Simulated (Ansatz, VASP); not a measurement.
# Ge (amorphous Ge) in two plane-wave programs, part 2 of 2

Wanted: the spread between two codes on one cell, functional and k mesh. Of the first pair: The structure shown is the start of the Ansatz relaxation below; VASP solves that cell, so the two are compared at the walk's first step.

VASP 6.6.1 and Ansatz 0.2.0.

So far: The structure; Ansatz: relaxation, revPBE.

### 3. VASP: single point, revPBE, start cell, pair 1

Level of this step: revPBE; plane waves and PAW (Ge_d) (VASP).

The same cell, functional, mesh and smearing now go to VASP, with its own data sets.

Lines of VASP's logs that name or quote its potential files are left out, and so is its time.

Input file INCAR:

```
SYSTEM = Ge
PREC = Accurate
ENCUT = 410
EDIFF = 1E-06
NELM = 120
ISMEAR = -1
SIGMA = 0.05
LREAL = Auto
ALGO = Normal
GGA = RE
NBANDS = 496
LORBIT = 11
LWAVE = .FALSE.
LCHARG = .FALSE.
ISIF = 2
LASPH = .TRUE.
GGA_COMPAT = .FALSE.
EFERMI = MIDGAP
NCORE = 2
```

Input file POSCAR:

```
Ge
1.0
   11.1875000000      0.0000000000      0.0000000000
    0.0000000000     11.1875000000      0.0000000000
    0.0000000000      0.0000000000     11.1875000000
Ge
61
Direct
    0.2069899441      0.7509541899      0.5311106145
    0.7223240223      0.0499396648      0.4360134078
    0.0762636872      0.2106994413      0.7510435754
    0.7082905028      0.2930055866      0.7207240223
    0.1520268156      0.1966569832      0.1811307263
    0.5867173184      0.3645318436      0.3393072626
    0.0025564246      0.5700201117      0.3241921788
    0.1299396648      0.0135061453      0.8438882682
    0.6244826816      0.2597720670      0.9381094972
    0.3532692737      0.6811530726      0.6880000000
    0.7360893855      0.3771173184      0.5135195531
    0.2486256983      0.5480402235      0.8228022346
    0.0555441341      0.6678167598      0.8315173184
    0.9536178771      0.6901810056      0.0286659218
    0.2787128492      0.8739664804      0.1551642458
    0.8701407821      0.2251441341      0.4377027933
    0.4479642458      0.8251441341      0.8142659218
    0.8854167598      0.9132782123      0.3568000000
    0.7846793296      0.9270972067      0.7786905028
    0.2683441341      0.5149139665      0.1630569832
    0.4847284916      0.6790793296      0.4005899441
    0.1940379888      0.2033787709      0.3965944134
    0.6741810056      0.4772379888      0.1833296089
    0.1758033520      0.3671329609      0.0458368715
    0.1292782123      0.6879106145      0.1884335196
    0.9823642458      0.4439687151      0.9950927374
    0.6224178771      0.7819441341      0.0840402235
    0.9094614525      0.2200938547      0.2185296089
    0.6617832402      0.7419977654      0.7406659218
    0.9125094972      0.3368938547      0.8030122905
    0.3922413408      0.0572513966      0.4208804469
    0.3842324022      0.5755620112      0.9866011173
    0.4231240223      0.7834100559      0.0155441341
    0.0432178771      0.9254167598      0.5218055866
    0.6573675978      0.6768089385      0.2658681564
    0.9336670391      0.8904491620      0.1270703911
    0.5486927374      0.6046927374      0.5997586592
    0.7258368715      0.6486435754      0.9260692737
    0.3410592179      0.0247597765      0.7879597765
    0.4511731844      0.1138324022      0.6261184358
    0.7037497207      0.1409430168      0.1084603352
    0.7501229050      0.9462525140      0.0127374302
    0.4144000000      0.1871910615      0.9329966480
    0.5614837989      0.1501318436      0.2869005587
    0.2532201117      0.3922770950      0.4968134078
    0.3847865922      0.4857117318      0.3461005587
    0.0490458101      0.1432670391      0.5377519553
    0.1105608939      0.5521608939      0.5093273743
    0.3610368715      0.1034994413      0.1477184358
    0.5477005587      0.4358078212      0.7333720670
    0.1036960894      0.0094122905      0.0686569832
    0.0015284916      0.8703731844      0.7330592179
    0.3775731844      0.3220201117      0.6668335196
    0.9687597765      0.5307530726      0.6888581006
    0.2561608939      0.3224134078      0.8415731844
    0.7906592179      0.6025385475      0.5782972067
    0.8253229050      0.7058592179      0.3852692737
    0.6756469274      0.0894212291      0.6515932961
    0.3475486034      0.8486703911      0.3664089385
    0.8847821229      0.4406256983      0.1789139665
    0.5784312849      0.4808312849      0.9691530726
```

Input file KPOINTS:

```
Automatic mesh
0
Gamma
1 1 1
0 0 0
```

Potentials, in the order of the species: Ge_d (PBE family, release 64).

The run is started by

```bash
> mpirun -np 8 vasp_gam
```

Numbers of over 12 decimals in the logs are rounded to 6 here.

Log:

```text
[banner, memory and clock lines left out]
running    8 mpi-ranks, on    1 nodes
[...]
|                                                                             |
|               ----> ADVICE to this user running VASP <----                  |
|                                                                             |
|     You enforced a specific xc type in the INCAR file but a different       |
|     [... a line on the potential file left out ...]
|     I HOPE YOU KNOW WHAT YOU ARE DOING!                                     |
|                                                                             |

 LDA part: xc-table for (Slater+PW92), standard interpolation
 POSCAR, INCAR and KPOINTS ok, starting setup
[...]
entering main loop
       N       E                     dE             d eps       ncg     rms          rms(c)
DAV:   1     0.164393201187E+05    0.16439E+05   -0.30506E+05  1024   0.488E+03
DAV:   2     0.384638103126E+04   -0.12593E+05   -0.12151E+05   992   0.108E+03
DAV:   3     0.513315107653E+03   -0.33331E+04   -0.31995E+04   992   0.302E+02
DAV:   4    -0.169919119189E+03   -0.68323E+03   -0.63142E+03  1112   0.130E+02
[...]
DAV:  17    -0.239527769364E+03   -0.85769E-05   -0.50079E-05  1192   0.381E-02    0.335E-03
DAV:  18    -0.239527772192E+03   -0.28284E-05   -0.19408E-05   984   0.221E-02    0.241E-03
DAV:  19    -0.239527772843E+03   -0.65097E-06   -0.39684E-06   920   0.191E-02
   1 F= -.23952777E+03 E0= -.23944946E+03  d E =-.156631E+00
```

From OUTCAR (step 3):

```text
  Total       35.0208800     42.0725002     38.3700738      6.2029316     -2.6328293    -15.0337866
  in kB       40.0717669     48.1404071     43.9039982      7.0975494     -3.0125491    -17.2020346
  external PRESSURE =      44.0387241 kB  Pullay stress =       0.0000000 kB

 POSITION                                       TOTAL-FORCE (eV/Angst)
 -----------------------------------------------------------------------------------
      2.31570      8.40130      5.94180         0.271275      1.022881     -0.563714
      8.08100      0.55870      4.87790        -0.069026      0.411609     -0.450613
      0.85320      2.35720      8.40230         0.970146     -0.716280      0.105144
      7.92400      3.27800      8.06310         1.244302     -0.488548      0.323718
      1.70080      2.20010      2.02640        -0.582900      0.023155     -0.069775
      6.56390      4.07820      3.79600        -0.835500     -0.232099      0.611163
      0.02860      6.37710      3.62690        -1.049585      0.257977     -0.303813
      1.45370      0.15110      9.44100        -0.294668      0.610747      0.021148
      6.98640      2.90620     10.49510        -0.458849      0.117209     -0.280914
      3.95220      7.62040      7.69700        -0.514362     -0.077106     -0.557332
      8.23500      4.21900      5.74500         0.200388      1.391374     -0.108888
      2.78150      6.13120      9.20510        -0.795944      0.260454     -0.370651
      0.62140      7.47120      9.30260         0.007491      0.641168      0.231091
     10.66860      7.72140      0.32070        -0.052252     -0.813356     -0.953346
[...]
-----------------------------------------------------------------------------------
    total drift:                                0.010174     -0.001000     -0.017749

  FREE ENERGIE OF THE ION-ELECTRON SYSTEM (eV)
  ---------------------------------------------------
  free  energy   TOTEN  =      -239.5277728433 eV

  energy  without entropy=     -239.3711419430  energy(sigma->0) =     -239.44945739

[... 3 further parts left out ...]
[key lines of the parts left out:]
E-fermi :   4.6523
```

The gap is under twice the smearing width, so the edge states are partly filled and the run can't tell a small gap from a semimetal. The PAW data sets were made with PBE, which is usual practice but a small mismatch for other functionals.

### 4. Differences

Known differences besides the potentials themselves: the cutoff is 420 eV in Ansatz and 410 eV in VASP (PREC = Accurate, projectors in real space); Ansatz makes its cores anew for this functional, VASP keeps those of its PBE data sets. Total energies have different zeros and are not compared.

Forces on 9 of the 61 atoms, those with the largest forces and the largest differences (eV/Å; atoms numbered as in POSCAR):

```csv
atom,"Ansatz x, y, z","VASP x, y, z"
Ge4,"1.245, -0.488, 0.326","1.244, -0.489, 0.324"
Ge11,"0.194, 1.397, -0.104","0.200, 1.391, -0.109"
Ge12,"-0.805, 0.251, -0.373","-0.796, 0.260, -0.371"
Ge17,"0.585, 1.325, -1.023","0.576, 1.321, -1.017"
Ge22,"1.644, -0.112, 0.051","1.636, -0.110, 0.055"
Ge26,"-0.545, 0.345, -1.219","-0.548, 0.339, -1.206"
Ge53,"0.119, -0.306, -1.462","0.117, -0.302, -1.459"
Ge57,"1.269, -0.213, 0.414","1.260, -0.210, 0.411"
Ge60,"0.104, -0.628, 1.059","0.104, -0.630, 1.047"
```

The forces differ by 4.4 meV/Å r.m.s., which is 0.8 % of the r.m.s. force of 0.560 eV/Å (both taken over all components).

### 5. Ansatz: relaxation, revPBE

This run makes the geometry at which the two programs are then compared.

The structure compared here is the end of the Ansatz relaxation.

Input file input.yaml:

```yaml
crystal:
  lattice:
    - [11.1875, 0.0, 0.0]
    - [0.0, 11.1875, 0.0]
    - [0.0, 0.0, 11.1875]
  atoms:
    - { symbol: Ge, position: [0.20699, 0.75095, 0.53111] }
    - { symbol: Ge, position: [0.72232, 0.04994, 0.43601] }
    - { symbol: Ge, position: [0.07626, 0.2107, 0.75104] }
    - { symbol: Ge, position: [0.70829, 0.29301, 0.72072] }
    - { symbol: Ge, position: [0.15203, 0.19666, 0.18113] }
    - { symbol: Ge, position: [0.58672, 0.36453, 0.33931] }
    - { symbol: Ge, position: [0.00256, 0.57002, 0.32419] }
    - { symbol: Ge, position: [0.12994, 0.01351, 0.84389] }
    - { symbol: Ge, position: [0.62448, 0.25977, 0.93811] }
    - { symbol: Ge, position: [0.35327, 0.68115, 0.688] }
    - { symbol: Ge, position: [0.73609, 0.37712, 0.51352] }
    - { symbol: Ge, position: [0.24863, 0.54804, 0.8228] }
    - { symbol: Ge, position: [0.05554, 0.66782, 0.83152] }
    - { symbol: Ge, position: [0.95362, 0.69018, 0.02867] }
    - { symbol: Ge, position: [0.27871, 0.87397, 0.15516] }
    - { symbol: Ge, position: [0.87014, 0.22514, 0.4377] }
    - { symbol: Ge, position: [0.44796, 0.82514, 0.81427] }
    - { symbol: Ge, position: [0.88542, 0.91328, 0.3568] }
    - { symbol: Ge, position: [0.78468, 0.9271, 0.77869] }
    - { symbol: Ge, position: [0.26834, 0.51491, 0.16306] }
    - { symbol: Ge, position: [0.48473, 0.67908, 0.40059] }
    - { symbol: Ge, position: [0.19404, 0.20338, 0.39659] }
    - { symbol: Ge, position: [0.67418, 0.47724, 0.18333] }
    - { symbol: Ge, position: [0.1758, 0.36713, 0.04584] }
    - { symbol: Ge, position: [0.12928, 0.68791, 0.18843] }
    - { symbol: Ge, position: [0.98236, 0.44397, 0.99509] }
    - { symbol: Ge, position: [0.62242, 0.78194, 0.08404] }
    - { symbol: Ge, position: [0.90946, 0.22009, 0.21853] }
    - { symbol: Ge, position: [0.66178, 0.742, 0.74067] }
    - { symbol: Ge, position: [0.91251, 0.33689, 0.80301] }
    - { symbol: Ge, position: [0.39224, 0.05725, 0.42088] }
    - { symbol: Ge, position: [0.38423, 0.57556, 0.9866] }
    - { symbol: Ge, position: [0.42312, 0.78341, 0.01554] }
    - { symbol: Ge, position: [0.04322, 0.92542, 0.52181] }
    - { symbol: Ge, position: [0.65737, 0.67681, 0.26587] }
    - { symbol: Ge, position: [0.93367, 0.89045, 0.12707] }
    - { symbol: Ge, position: [0.54869, 0.60469, 0.59976] }
    - { symbol: Ge, position: [0.72584, 0.64864, 0.92607] }
    - { symbol: Ge, position: [0.34106, 0.02476, 0.78796] }
    - { symbol: Ge, position: [0.45117, 0.11383, 0.62612] }
    - { symbol: Ge, position: [0.70375, 0.14094, 0.10846] }
    - { symbol: Ge, position: [0.75012, 0.94625, 0.01274] }
    - { symbol: Ge, position: [0.4144, 0.18719, 0.933] }
    - { symbol: Ge, position: [0.56148, 0.15013, 0.2869] }
    - { symbol: Ge, position: [0.25322, 0.39228, 0.49681] }
    - { symbol: Ge, position: [0.38479, 0.48571, 0.3461] }
    - { symbol: Ge, position: [0.04905, 0.14327, 0.53775] }
    - { symbol: Ge, position: [0.11056, 0.55216, 0.50933] }
    - { symbol: Ge, position: [0.36104, 0.1035, 0.14772] }
    - { symbol: Ge, position: [0.5477, 0.43581, 0.73337] }
    - { symbol: Ge, position: [0.1037, 0.00941, 0.06866] }
    - { symbol: Ge, position: [0.00153, 0.87037, 0.73306] }
    - { symbol: Ge, position: [0.37757, 0.32202, 0.66683] }
    - { symbol: Ge, position: [0.96876, 0.53075, 0.68886] }
    - { symbol: Ge, position: [0.25616, 0.32241, 0.84157] }
    - { symbol: Ge, position: [0.79066, 0.60254, 0.5783] }
    - { symbol: Ge, position: [0.82532, 0.70586, 0.38527] }
    - { symbol: Ge, position: [0.67565, 0.08942, 0.65159] }
    - { symbol: Ge, position: [0.34755, 0.84867, 0.36641] }
    - { symbol: Ge, position: [0.88478, 0.44063, 0.17891] }
    - { symbol: Ge, position: [0.57843, 0.48083, 0.96915] }
kpoints:
  mp_grid: { grid: [1, 1, 1] }
hamiltonian:
  xc: revpbe
scf:
  occupations: { method: fermi_dirac, width: 0.05 }
output:
  forces: true
relax:
  f_tol: 0.05
  max_steps: 137
```

The run is started by

```bash
> ansatz run input.yaml --threads 4 --pin off --max-ram 8192MiB --backend cpu --events-out ev --progress --plain --runs-dir out
```

Log:

```text
[...]
Crystal: 61 atoms, lattice volume = 1400.229 Å³
Basis set: ecut = 420 eV, 27369 PW (Γ), exchange–correlation on 150×150×150 points (8 copies of the dense FFT grid, shifted against one another)
Bands: 513, of which v1, the nominal top of the filled ones, is band 427 counted from 1 (426 counted from 0)
Symmetry: 1 space group operations
[...]
k-points: 1
[...]
SCF iter   1: F=—  HF=-262224.581941 eV  |F-HF|=—  |Δ(HF+E_count)|=         —  Δρ=4.53e-3  dr2=8.54e-1  ethr=1.77e-3  ⟨swp⟩=6.0  Hψ=1821  notcnv=0
[...]
- { symbol: Ge, position: [0.078037, 0.218099, 0.755963] }
    - { symbol: Ge, position: [0.718286, 0.278682, 0.723004] }
    - { symbol: Ge, position: [0.109648, 0.185188, 0.189202] }
    - { symbol: Ge, position: [0.586655, 0.344570, 0.344087] }
    - { symbol: Ge, position: [-0.00669627, 0.568596, 0.310687] }
    - { symbol: Ge, position: [0.126861, 0.024738, 0.849848] }
[...]
- { symbol: Ge, position: [0.668133, 0.072628, 0.656286] }
    - { symbol: Ge, position: [0.330664, 0.841833, 0.372769] }
    - { symbol: Ge, position: [0.884211, 0.422239, 0.181423] }
    - { symbol: Ge, position: [0.594789, 0.475617, 0.978754] }
```

### 6. VASP: single point, revPBE, relaxed cell, pair 2

The same cell, functional, mesh and smearing now go to VASP, with its own data sets.

INCAR is that of step 3.

Input file POSCAR:

```
Ge
1.0
   11.1875000000      0.0000000000      0.0000000000
    0.0000000000     11.1875000000      0.0000000000
    0.0000000000      0.0000000000     11.1875000000
Ge
61
Direct
    0.1941900000      0.7543400000      0.5251100000
    0.7390200000      0.0458000000      0.4498400000
    0.0780400000      0.2181000000      0.7559600000
    0.7182900000      0.2786800000      0.7230000000
    0.1096500000      0.1851900000      0.1892000000
    0.5866600000      0.3445700000      0.3440900000
    0.9933000000      0.5686000000      0.3106900000
    0.1268600000      0.0247400000      0.8498500000
    0.6022500000      0.2569800000      0.9291100000
    0.3432400000      0.7047000000      0.6855100000
    0.7345600000      0.3789000000      0.5111000000
    0.2489600000      0.5672300000      0.8284400000
    0.0531200000      0.6830000000      0.8024900000
    0.9601100000      0.6712200000      0.9969600000
    0.2625200000      0.8383400000      0.1603500000
    0.8757400000      0.2168500000      0.4574100000
    0.4413600000      0.8509700000      0.8236500000
    0.8975500000      0.9120700000      0.3650700000
    0.7819600000      0.9415400000      0.8010600000
    0.2848600000      0.4946400000      0.1608300000
    0.4900400000      0.6885400000      0.3885000000
    0.2167700000      0.1980600000      0.3923500000
    0.6708000000      0.4767800000      0.1892500000
    0.1719000000      0.3420000000      0.0453000000
    0.1258100000      0.6531900000      0.1576100000
    0.9775000000      0.4461700000      0.9884000000
    0.6406400000      0.7889400000      0.0698900000
    0.8908300000      0.2120200000      0.2347100000
    0.6458800000      0.7742400000      0.7656700000
    0.9115600000      0.3548400000      0.7965400000
    0.3925400000      0.0548300000      0.4108100000
    0.3995900000      0.5719400000      0.9980400000
    0.4291600000      0.7823800000      0.0289400000
    0.0461100000      0.9250400000      0.5330700000
    0.6611200000      0.6864600000      0.2579900000
    0.9294900000      0.8699700000      0.1378800000
    0.5555000000      0.6524800000      0.5969400000
    0.7341600000      0.6437500000      0.9246900000
    0.3447700000      0.0452600000      0.8150000000
    0.4464300000      0.1084100000      0.6274800000
    0.7051700000      0.1548800000      0.1102000000
    0.7640000000      0.9637000000      0.0222600000
    0.3847400000      0.2129000000      0.9662300000
    0.5854800000      0.1212000000      0.3036400000
    0.2703200000      0.3949000000      0.4826000000
    0.4110400000      0.4851400000      0.3450900000
    0.0655000000      0.1464400000      0.5465600000
    0.1031100000      0.5422200000      0.4999600000
    0.3225700000      0.0754900000      0.1470800000
    0.5656200000      0.4590000000      0.7171400000
    0.1052000000      0.9900500000      0.0693100000
    0.9889800000      0.8866900000      0.7393400000
    0.4012600000      0.3249800000      0.6441000000
    0.9558800000      0.5354400000      0.6710000000
    0.2523000000      0.3431100000      0.8126200000
    0.7758700000      0.5885600000      0.5555600000
    0.8377100000      0.7047900000      0.3795800000
    0.6681300000      0.0726300000      0.6562900000
    0.3306600000      0.8418300000      0.3727700000
    0.8842100000      0.4222400000      0.1814200000
    0.5947900000      0.4756200000      0.9787500000
```

KPOINTS is that of step 3.

The run is started by

```bash
> mpirun -np 8 vasp_gam
```

Log:

```text
[banner, memory and clock lines left out]
running    8 mpi-ranks, on    1 nodes
[...]
[... a notice as in an earlier step ...]

 LDA part: xc-table for (Slater+PW92), standard interpolation
 POSCAR, INCAR and KPOINTS ok, starting setup
[...]
entering main loop
       N       E                     dE             d eps       ncg     rms          rms(c)
DAV:   1     0.162920865674E+05    0.16292E+05   -0.30648E+05   992   0.489E+03
DAV:   2     0.378633489820E+04   -0.12506E+05   -0.12050E+05   992   0.110E+03
DAV:   3     0.503458853641E+03   -0.32829E+04   -0.31501E+04   992   0.302E+02
DAV:   4    -0.172450040169E+03   -0.67591E+03   -0.62096E+03  1096   0.128E+02
[...]
DAV:  18    -0.243197642401E+03   -0.47297E-05   -0.44205E-05  1440   0.281E-02    0.191E-03
DAV:  19    -0.243197643753E+03   -0.13524E-05   -0.12396E-05   952   0.139E-02    0.147E-03
DAV:  20    -0.243197643926E+03   -0.17302E-06   -0.19085E-06   632   0.124E-02
   1 F= -.24319764E+03 E0= -.24318402E+03  d E =-.272393E-01
```

OUTCAR, selected parts (step 6):

```text
  Total       30.2142674     33.5767352     36.9706207      6.1810886     -1.4892153    -12.2575514
  in kB       34.5719205     38.4193403     42.3027090      7.0725562     -1.7039974    -14.0253969
  external PRESSURE =      38.4313232 kB  Pullay stress =       0.0000000 kB

 POSITION                                       TOTAL-FORCE (eV/Angst)
 -----------------------------------------------------------------------------------
      2.17250      8.43918      5.87467         0.005335      0.003543      0.010091
      8.26779      0.51239      5.03259         0.004508      0.004372      0.002082
      0.87307      2.43999      8.45730         0.012016      0.004214      0.008557
      8.03587      3.11773      8.08856         0.005976      0.010941     -0.009708
      1.22671      2.07181      2.11667        -0.009716      0.009292      0.010444
      6.56326      3.85488      3.84951         0.005580     -0.006545     -0.002392
     11.11254      6.36121      3.47584         0.007157      0.016896     -0.006844
      1.41925      0.27678      9.50770        -0.004663      0.005229      0.003187
      6.73767      2.87496     10.39442        -0.003161     -0.009250      0.008893
      3.84000      7.88383      7.66914        -0.005473      0.003814     -0.001817
      8.21789      4.23894      5.71793        -0.003351      0.012136      0.008031
      2.78524      6.34589      9.26817         0.004375     -0.003103      0.006385
      0.59428      7.64106      8.97786        -0.002874     -0.008931     -0.000288
     10.74123      7.50927     11.15349        -0.014948      0.030083      0.008449
[...]
-----------------------------------------------------------------------------------
    total drift:                                0.001327      0.003290      0.000328

  FREE ENERGIE OF THE ION-ELECTRON SYSTEM (eV)
  ---------------------------------------------------
  free  energy   TOTEN  =      -243.1976439262 eV

  energy  without entropy=     -243.1704046432  energy(sigma->0) =     -243.18402428

[... 2 parts as in an earlier step ...]

[... 1 further part left out ...]
[key lines of the parts left out:]
E-fermi :   4.6610
```

The run ends at a pressure of 3.84 GPa, with forces up to 0.039 eV/Å.

### 7. Side by side

Compared:

```csv
quantity,Ansatz,VASP,difference
gap on the k mesh (eV),0.381,0.380,+0.001
```

At this near-relaxed geometry the largest component of a force difference is 10 meV/Å. A gap on the mesh is an upper bound, since the band edges may lie between its points.

### 8. Outcome

| Property | Result |
| --- | --- |
| r.m.s. force difference (single point, revPBE, start cell, pair 1) | 0.78 % of the r.m.s. force |
| difference in gap on the k mesh (single point, revPBE, relaxed cell, pair 2) | 9.6e-4 eV |

**Reading.** The r.m.s. force difference is 0.78 % of the r.m.s. force (single point, revPBE, start cell, pair 1), within the 3 % picked in this series as the mark of a large difference. How closely two codes agree says nothing of how well the functional describes the real material.

[Lines on the potential files, build, host, timing and source positions are cut from VASP's logs without a mark.]

[Logs are printed without paths, hosts, clocks, repeated set-up lines and the standing remarks that a program may print on its own settings, such as how far it seeks lower states.]

[Hosts, paths, dates, database ids (printed as entryN), source tags and the programs' standing remarks are cut or masked in the printed files.]
